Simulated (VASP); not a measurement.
# FeC23 (a cell with a defect) in VASP: a series of runs, part 2 of 2

VASP 6.6.1.

## 4. Single point, HSE06, collinear spin, zero start

The input, POSCAR:

```
FeC23                                   
1.0
    0.0000000000      5.3503200000      5.3503200000
    3.5668800000      0.0000000000      3.5668800000
    3.5668800000      3.5668800000      0.0000000000
  Fe              C             
     1    23
Direct
     0.9976799827112106    0.0018150122317647    0.0006278119634721
     0.0002424015551057    0.0013521445096941    0.4982912493461959
     0.0002584200095290    0.5003539995832463    0.9992499588396199
     0.0003480568729515    0.5004321882857481    0.4988139179314873
     0.3332053582132158    0.0031523198981733    0.0011935760981219
     0.3375356787609389    0.0005430901148272    0.4927581587688158
     0.3375527867663108    0.4946544343801902    0.9985602862113313
     0.3320030069632701    0.5019853268424929    0.4999916782955154
     0.6660364380699787    0.0002501013464232    0.9980328402731031
     0.6606033630469329    0.0033232120581943    0.5049242415688047
     0.6606644248979497    0.5069485518228730    0.0012341541197640
     0.6668025078135161    0.5010354087739465    0.4987606456570990
     0.0919720365225041    0.1371808671207949    0.1351425724275252
     0.0936049013369549    0.1355345961084944    0.5885291019936231
     0.0936906833560122    0.5898248198624712    0.1339667923318538
     0.0838527298950512    0.6258592993036052    0.6238070365459951
     0.4235333121688875    0.1208223009564642    0.1188241135893094
     0.4128696724539608    0.1271835908674726    0.6289685680403767
     0.4128951795211047    0.6309389212066765    0.1251842088671813
     0.4172828066652935    0.6252699530248029    0.6231837508890448
     0.7188012310774585    0.1423904953621082    0.1403489019878222
     0.7500882273802174    0.1272202416832256    0.6233389754590769
     0.7501746713840461    0.6255420467758674    0.1249180004792755
     0.7482371225575795    0.6266980778804413    0.6246544583155873
```

The input, INCAR.step1:

```
PREC     = Accurate       # precision mode
ENCUT    = 450            # plane-wave cutoff, eV
EDIFF    = 1E-5           # SCF threshold, eV
ISMEAR   = 0              # smearing method
SIGMA    = 0.03           # smearing width, eV
LREAL    = Auto         
LASPH    = True           # aspherical terms in the spheres
NELM     = 70             # most SCF steps
ALGO     = Normal         # electronic algorithm
ISIF     = 2              # what is computed and relaxed
LWAVE    = True           # write WAVECAR
LCHARG   = False          # write CHGCAR
ISPIN    = 2              # spin polarisation
MAGMOM   = 0 0 0 0 0 0 0 0 0 0 0 0 0 0 0 0 0 0 0 0 0 0 0 0 # initial moments
LORBIT   = 11             # projections on sites
NUPDOWN  = 0              # fixed moment
LMAXMIX  = 4              # l up to which the mixer works
ISYM     = -1           
TIME     = 0.4          
NKRED    = 2            
GGA      = PE             # functional
KPAR     = 2
```

The input, INCAR.step2:

```
PREC     = Accurate       # precision mode
ENCUT    = 450            # plane-wave cutoff, eV
EDIFF    = 1E-4           # SCF threshold, eV
ISMEAR   = 0              # smearing method
SIGMA    = 0.03           # smearing width, eV
LREAL    = Auto         
LASPH    = True           # aspherical terms in the spheres
NELM     = 70             # most SCF steps
ALGO     = Damped         # electronic algorithm
ISIF     = 2              # what is computed and relaxed
LWAVE    = False          # write WAVECAR
LCHARG   = False          # write CHGCAR
ISPIN    = 2              # spin polarisation
MAGMOM   = 0 0 0 0 0 0 0 0 0 0 0 0 0 0 0 0 0 0 0 0 0 0 0 0 # initial moments
LORBIT   = 11             # projections on sites
NUPDOWN  = 0              # fixed moment
LMAXMIX  = 4              # l up to which the mixer works
GGA      = PE             # functional
LHFCALC  = True           # exact exchange
HFSCREEN = 0.2            # screening, 1/A
PRECFOCK = Fast         
ISYM     = -1           
TIME     = 0.4          
NKRED    = 2            
ISTART   = 1            
KPAR     = 2
```

The input, KPOINTS:

```
Automatic mesh
0
Gamma
  2 2 2
```

Potentials or basis: VASP PAW PBE potentials, release 64 (Fe, C).

The run is started by

```
cat potpaw_PBE.64/Fe/POTCAR potpaw_PBE.64/C/POTCAR > POTCAR
cp INCAR.step1 INCAR
mpirun -np 4 vasp_std > vasp.out
cp INCAR.step2 INCAR
mpirun -np 4 vasp_std > vasp.out
```

OUTCAR:

```text
PREC = Accurate
   ENCUT = 450
   EDIFF = 1E-4
   ISMEAR = 0
   LREAL = Auto
   LASPH = True
   NELM = 70
   ISIF = 2
   ISPIN = 2
   LORBIT = 11
   NUPDOWN = 0
   GGA = PE
   LHFCALC = True
   HFSCREEN = 0.2
   PRECFOCK = Fast
   ISYM = -1
   NKRED = 2
   ISTART = 1

 ion  position               nearest neighbor table
   1  0.998  0.002  0.001-  13 1.69  15 1.70  14 1.70  21 1.72   2 2.52   9 2.52   3 2.52   4 2.52
                             3 2.52   4 2.52   2 2.53   5 2.54  10 2.55  11 2.55   7 2.56   6 2.57
   2  0.000  0.001  0.498-  13 1.50  14 1.51  22 1.55  16 1.55   1 2.52   1 2.53
   3  0.000  0.500  0.999-  13 1.50  15 1.51  23 1.55  16 1.55   1 2.52   1 2.52
   4  0.000  0.500  0.499-  15 1.51  14 1.51  16 1.55  24 1.56   1 2.52   1 2.52
   5  0.333  0.003  0.001-  13 1.49  17 1.53  19 1.53  18 1.53   1 2.54
   6  0.338  0.001  0.493-  14 1.51  17 1.54  20 1.55  18 1.55   1 2.57
   7  0.338  0.495  0.999-  15 1.51  17 1.54  20 1.55  19 1.55   1 2.56
   8  0.332  0.502  0.500-  16 1.53  20 1.54  18 1.54  19 1.54
   9  0.666  0.000  0.998-  17 1.50  21 1.51  22 1.54  23 1.54   1 2.52
  10  0.661  0.003  0.505-  21 1.51  18 1.53  22 1.55  24 1.55   1 2.55
  11  0.661  0.507  0.001-  21 1.51  19 1.53  24 1.55  23 1.55   1 2.55
  12  0.667  0.501  0.499-  24 1.54  22 1.54  23 1.54  20 1.54
  13  0.092  0.137  0.135-   5 1.49   2 1.50   3 1.50   1 1.69
  14  0.094  0.136  0.589-   2 1.51   4 1.51   6 1.51   1 1.70
  15  0.094  0.590  0.134-   3 1.51   4 1.51   7 1.51   1 1.70
  16  0.084  0.626  0.624-   8 1.53   3 1.55   2 1.55   4 1.55
  17  0.424  0.121  0.119-   9 1.50   5 1.53   7 1.54   6 1.54
  18  0.413  0.127  0.629-  10 1.53   5 1.53   8 1.54   6 1.55
  19  0.413  0.631  0.125-  11 1.53   5 1.53   8 1.54   7 1.55
  20  0.417  0.625  0.623-  12 1.54   8 1.54   6 1.55   7 1.55
  21  0.719  0.142  0.140-   9 1.51  11 1.51  10 1.51   1 1.72
  22  0.750  0.127  0.623-  12 1.54   9 1.54   2 1.55  10 1.55
  23  0.750  0.626  0.125-  12 1.54   9 1.54   3 1.55  11 1.55
  24  0.748  0.627  0.625-  12 1.54  11 1.55  10 1.55   4 1.56

IMPORTANT INFORMATION: All symmetrisations will be switched off!
NOSYMM: (Re-)initialisation of all symmetry stuff for point group C_1.

----------------------------------------------------------------------------------------

                                     Primitive cell

  volume of cell :     136.1403

  direct lattice vectors                    reciprocal lattice vectors
     0.000000000  5.350320000  5.350320000    -0.093452354  0.093452354  0.093452354
     3.566880000  0.000000000  3.566880000     0.140178531 -0.140178531  0.140178531
     3.566880000  3.566880000  0.000000000     0.140178531  0.140178531 -0.140178531

  length of vectors
     7.566495107  5.044330071  5.044330071     0.161864226  0.242796338  0.242796338

  position of ions in fractional coordinates (direct lattice)
     0.997679983  0.001815012  0.000627812
     0.000242402  0.001352145  0.498291249
     0.000258420  0.500354000  0.999249959
     0.000348057  0.500432188  0.498813918
     0.333205358  0.003152320  0.001193576
     0.337535679  0.000543090  0.492758159
[... 16 lines left out ...]
     0.750174671  0.625542047  0.124918000
     0.748237123  0.626698078  0.624654458

  ion indices of the primitive-cell ions
   primitive index   ion index
                 1           1
                 2           2
                 3           3
                 4           4
[... 97 lines left out ...]
  Fermi-wavevector in a.u.,A,eV,Ry     =   1.477109  2.791331 29.685890  2.181851
  Thomas-Fermi vector in A             =   2.591554
   LORBIT       =     11    0 simple, 1 ext, 2 COOP (PROOUT), +10 PAW based schemes
   GGA     = PE    functional components
   LHFCALC =     T    Hartree Fock is set to
   PRECFOCK=fast      Normal, Fast or Accurate (Low or Medium for compatibility)
   ENCUT4O =  -1.0   cutoff for four orbital integrals eV
   NKREDX  =     2    reduce k-point grid by
   NKREDY  =     2    reduce k-point grid by
   NKREDZ  =     2    reduce k-point grid by
   AEXX    =    0.2500 exact exchange contribution
   HFSCREEN=    0.2000 screening length (either q_TF or 0.3 A-1)
   HFSCREENC=   0.2000 screening length for correlation (either q_TF or 0.3 A-1)
   ENCUTFOCK=  -1.0 apply spherical cutoff to Coloumb kernel
   IVDW    =     0    specifies the selected vdW correction
   LEPSILON=     F    determine dielectric tensor
   LRPA    =     F    only Hartree local field effects (RPA)
 spin polarized calculation
 Gauss-broadening in eV      SIGMA  =   0.03
  energy-cutoff  :      450.00
  volume of cell :      136.14
 maximum number of plane-waves:      2968
 NGX is ok and might be reduce to    54
  NGX = 30; NGY = 20; NGZ = 20
   NGX = 27   NGY = 17   NGZ = 17

 number of electron     100.0000012 magnetization       0.0000000

 Free energy of the ion-electron system (eV)
  ---------------------------------------------------
  ext. energy  EPLUGINS =         0.00000000
  ---------------------------------------------------
  free energy    TOTEN  =      -249.22499463 eV

  energy without entropy =     -249.22499463  energy(sigma->0) =     -249.22499463

 E-fermi :   9.3743     XC(G=0): -10.9487

 val. band max:        9.1767070028   @ k =   0.5000   0.0000   0.5000
 cond. band min:      13.2820394260   @ k =   0.5000   0.0000   0.0000
 fundamental gap:      4.1053324232
 Fermi energy:         9.3743055334

 spin component 1

 k-point     1 :       0.0000    0.0000    0.0000
  band No.  band energies     occupation
      1     -14.2570      1.00000
      2     -11.1283      1.00000
      3     -10.8848      1.00000
      4      -8.3920      1.00000
      5      -8.2805      1.00000
      6      -8.1880      1.00000
[... 509 lines left out ...]
     61      18.4831      0.00000
     62      18.7915      0.00000
 Fermi energy:         9.3743055334

 spin component 2

 k-point     1 :       0.0000    0.0000    0.0000
  band No.  band energies     occupation
      1     -14.2570      1.00000
      2     -11.1283      1.00000
      3     -10.8848      1.00000
      4      -8.3920      1.00000
      5      -8.2805      1.00000
      6      -8.1880      1.00000
[... 509 lines left out ...]
     61      18.4832      0.00000
     62      18.7915      0.00000
 [bands above 62 left out]

------------------------ aborting loop because EDIFF is reached ----------------------------------------

  FORCE on cell =-STRESS in cart. coord.  units (eV):
  Direction    XX          YY          ZZ          XY          YZ          ZX
  --------------------------------------------------------------------------------------
  -------------------------------------------------------------------------------------
  Total       16.5620211     16.0981308     16.1022421      0.2196162     -0.3113183      0.2512898
  in kB      194.9113666    189.4520389    189.5004235      2.5845694     -3.6637724      2.9573226
  external PRESSURE =     191.2879430 kB  Pullay stress =       0.0000000 kB

 VOLUME and BASIS-vectors are now :
 -----------------------------------------------------------------------------
  energy-cutoff  :      450.00
  volume of cell :      136.14
      direct lattice vectors                 reciprocal lattice vectors
     0.000000000  5.350320000  5.350320000    -0.093452354  0.093452354  0.093452354
     3.566880000  0.000000000  3.566880000     0.140178531 -0.140178531  0.140178531
     3.566880000  3.566880000  0.000000000     0.140178531  0.140178531 -0.140178531

 POSITION                                       TOTAL-FORCE (eV/Angst)
 -----------------------------------------------------------------------------------
      0.00871      5.34015      5.34438         0.294606     -0.326295     -0.300676
      1.78217      1.77864      0.00612        -0.032147      0.039555      0.330766
      5.34891      3.56559      1.78609        -0.038301      0.338889      0.030565
      3.56419      1.78107      1.78684        -0.323548      0.033714      0.043598
      0.01550      1.78701      1.79400         0.062927      0.144457      0.151281
      1.75955      3.56353      1.80786        -0.109490     -0.011404      0.108493
[... 16 lines left out ...]
      2.67680      4.45924      6.24491         0.074899     -0.046324     -0.041501
      4.46342      6.23138      6.23866         0.023143     -0.045530     -0.048785
 -----------------------------------------------------------------------------------
    total drift:                               -0.003216      0.003927      0.002543

  FREE ENERGIE OF THE ION-ELECTRON SYSTEM (eV)
  ---------------------------------------------------
  free  energy   TOTEN  =      -249.2249946302 eV

  energy  without entropy=     -249.2249946302  energy(sigma->0) =     -249.22499463

 total charge

# of ion       s       p       d       tot
------------------------------------------
    1        0.860   0.859   7.256   8.975
    2        0.843   1.767   0.000   2.610
    3        0.843   1.767   0.000   2.610
    4        0.841   1.756   0.000   2.597
    5        0.844   1.779   0.000   2.623
    6        0.839   1.752   0.000   2.591
[... 16 lines left out ...]
   23        0.837   1.738   0.000   2.574
   24        0.835   1.728   0.000   2.563
--------------------------------------------------
tot         20.286  41.419   7.256  68.961

 magnetization (x)

# of ion       s       p       d       tot
------------------------------------------
    1        0.000   0.000  -0.000  -0.000
    2       -0.000  -0.000   0.000  -0.000
    3       -0.000   0.000   0.000   0.000
    4       -0.000  -0.000   0.000  -0.000
    5       -0.000  -0.000   0.000  -0.000
    6       -0.000  -0.000   0.000  -0.000
[... 16 lines left out ...]
   23       -0.000  -0.000   0.000  -0.000
   24        0.000  -0.000   0.000  -0.000
--------------------------------------------------
tot          0.000   0.000  -0.000  -0.000
```

Wall time 6.5 min (4 MPI ranks of AMD EPYC 7R13 (Zen 3), shared host); peak memory 0.39 GiB.

Results:

```
Free energy                                           : -249.2250 eV
Largest force                                         : 0.730 eV/Å
Net moment                                            : 0.00 μB per cell
Valence electrons inside the program's atomic spheres : Fe 8.97; C 2.61, 2.60, 2.62, 2.59, 2.58, 2.70, 2.68, 2.57, 2.56
```

Forces on the atoms (eV/Å):
```
Fe   0.295 -0.326 -0.301
C   -0.032  0.040  0.331
C   -0.038  0.339  0.031
C   -0.324  0.034  0.044
C    0.063  0.144  0.151
C   -0.109 -0.011  0.108
C   -0.107  0.113 -0.001
C   -0.037  0.037  0.043
C    0.066 -0.049 -0.056
C    0.052 -0.064 -0.046
C    0.054 -0.054 -0.067
C   -0.042  0.025  0.011
C    0.481  0.390  0.387
C   -0.385 -0.484  0.378
C   -0.376  0.364 -0.467
C    0.026 -0.021 -0.029
C   -0.017 -0.073 -0.079
C    0.004  0.010 -0.036
C    0.002 -0.035  0.006
C    0.034 -0.016 -0.024
C    0.229 -0.249 -0.247
C    0.064 -0.021 -0.047
C    0.075 -0.046 -0.042
C    0.023 -0.046 -0.049
```

Caveat: the k mesh is coarse (spacing up to 0.76 Å⁻¹), so the values aren't converged, least of all with exact exchange; the cutoff is under 1.25 times the usual one of these potentials, so pressure, stress and relaxed cells hold a basis-set (Pulay) error; the PAW data sets were made with another functional, which shifts forces and pressure a little; the total moment is fixed, so each spin has its own Fermi level.

## 5. Single point, PBEsol+U

The input, INCAR:

```
PREC = Accurate
ENCUT = 450
EDIFF = 1E-5
ISMEAR = 0
SIGMA = 0.03
LREAL = Auto
LASPH = T
NELM = 120
ALGO = Normal
ISIF = 2
LWAVE = F
LCHARG = F
LMAXMIX = 4
LDAU = T
LDAUTYPE = 2
LDAUL = 2 -1
LDAUU = 4 0
LDAUJ = 0 0
LDAUPRINT = 1
GGA = PS
NBANDS = 68
LORBIT = 11
KPAR = 4
```

The input, KPOINTS:

```
Automatic mesh
0
Gamma
  3 4 4
```

The input, POSCAR:

```
FeC23
1.0
    0.0000000000      5.3503200000      5.3503200000
    3.5668800000      0.0000000000      3.5668800000
    3.5668800000      3.5668800000      0.0000000000
Fe C
1 23
Direct
    0.0000000000      0.0000000000      0.0000000000
    0.0000000000      0.0000000000      0.5000000000
    0.0000000000      0.5000000000      0.0000000000
    0.0000000000      0.5000000000      0.5000000000
    0.3333330000      0.0000000000      0.0000000000
    0.3333330000      0.0000000000      0.5000000000
    0.3333330000      0.5000000000      0.0000000000
    0.3333330000      0.5000000000      0.5000000000
    0.6666670000      0.0000000000      0.0000000000
    0.6666670000      0.0000000000      0.5000000000
    0.6666670000      0.5000000000      0.0000000000
    0.6666670000      0.5000000000      0.5000000000
    0.0833333333      0.1250000000      0.1250000000
    0.0833333333      0.1250000000      0.6250000000
    0.0833333333      0.6250000000      0.1250000000
    0.0833333333      0.6250000000      0.6250000000
    0.4166663333      0.1250000000      0.1250000000
    0.4166663333      0.1250000000      0.6250000000
    0.4166663333      0.6250000000      0.1250000000
    0.4166663333      0.6250000000      0.6250000000
    0.7500003333      0.1250000000      0.1250000000
    0.7500003333      0.1250000000      0.6250000000
    0.7500003333      0.6250000000      0.1250000000
    0.7500003333      0.6250000000      0.6250000000
```

The run is started by

```
cat potpaw_PBE.64/Fe/POTCAR potpaw_PBE.64/C/POTCAR > POTCAR
mpirun -np 4 vasp_std > vasp.out
```

Wall time 88 s (4 MPI ranks of Intel Xeon Platinum 8559C (Emerald Rapids), shared host); peak memory 0.28 GiB.

The run converged. Its results:

```yaml
Free_energy: -217.3753 eV
Largest_force: 10.123 eV/Å
Band_gap_on_the_k_mesh: 2.20 eV, indirect (least direct gap 2.26 eV)
Valence_electrons_inside_the_program's_atomic_spheres: Fe 10.46; C 2.57, 2.66, 2.56, 2.67
```

Forces on the atoms (eV/Å):
```
Fe  -0.035  0.044  0.044
C    0.000 -0.001 -0.506
C    0.000 -0.506 -0.001
C    0.510 -0.001 -0.001
C   -0.212  0.240  0.240
C   -0.272  0.232  0.279
C   -0.272  0.279  0.232
C    0.012 -0.024 -0.024
C   -0.282 -0.173 -0.173
C    0.241  0.213 -0.224
C    0.241 -0.224  0.213
C   -0.044  0.028  0.028
C    5.629  5.732  5.732
C   -5.746 -5.616  5.743
C   -5.746  5.743 -5.616
C   -0.015  0.015  0.015
C   -0.043  0.013  0.013
C    0.069 -0.030  0.004
C    0.069  0.004 -0.030
C   -0.098  0.028  0.028
C    5.841 -5.847 -5.847
C    0.040 -0.034 -0.057
C    0.040 -0.057 -0.034
C    0.071 -0.056 -0.056
```

Levels at points of the mesh, in eV from the valence-band top:
```csv
k point,band 48,band 49,band 50,band 51,band 52,band 53
"(0.00, 0.00, 0.00)",-0.94,-0.71,-0.69,3.72,4.49,4.54
"(0.00, 0.50, 0.00)",-1.65,-0.57,-0.10,2.20,3.46,4.12
"(0.00, 0.50, 0.50)",-1.89,-0.71,0.00,2.26,3.55,4.10
```

Eigenvalues of the final occupation matrices:
```csv
site,spin,trace,eigenvalues
site 1 d,1,4.22,0.78 0.78 0.78 0.94 0.94
site 1 d,2,4.22,0.78 0.78 0.78 0.94 0.94
```

Caveat: the cutoff is under 1.25 times the usual one of these potentials, so pressure, stress and relaxed cells hold a basis-set (Pulay) error; the PAW data sets were made with another functional, which shifts forces and pressure a little; the U is typed as a test and isn't derived for this compound.

## 6. The runs side by side

```tsv
level	spin	U	fixed moment (μB)	cell	k mesh	grid for exact exchange (PRECFOCK)	screening parameter	mesh quality	moment (μB)	largest force (eV/Å)
HSE06	collinear, ferromagnetic start	-	2	P1, 5.67 Å³/atom	2 × 2 × 2	Fast	0.2 1/A	coarse	2.00	0.47
PBEsol	collinear, zero start	-	0	P1, 5.67 Å³/atom	3 × 4 × 4	-	-	coarse	0.00	0.48
HSE06	collinear, zero start	-	0	P1, 5.67 Å³/atom	2 × 2 × 2	Fast	0.2 1/A	coarse	0.00	0.73
PBEsol+U	off	Fe d U = 4 eV	-	Cm, 5.67 Å³/atom	3 × 4 × 4	-	-	not flagged	-	10.12
```

Some of these runs hold the atoms at other places in the same cell, which the table doesn't show; runs alike in all that it shows share one row.

Alike in all rows: task single point; potentials or basis VASP PAW PBE potentials, release 64 (Fe, C); cutoff (eV) 450; smearing gaussian 0.03 eV.

Caveats: some runs use coarse meshes; the cutoff is under 1.25 times the usual one of these potentials, so pressure, stress and relaxed cells hold a basis-set (Pulay) error; the PAW data sets were made with another functional, which shifts forces and pressure a little; the total moment is fixed, so each spin has its own Fermi level (some runs); the U is typed as a test and isn't derived for this compound (some runs).

Total energies depend on the potentials used, so only differences within one code and one set of settings carry meaning.
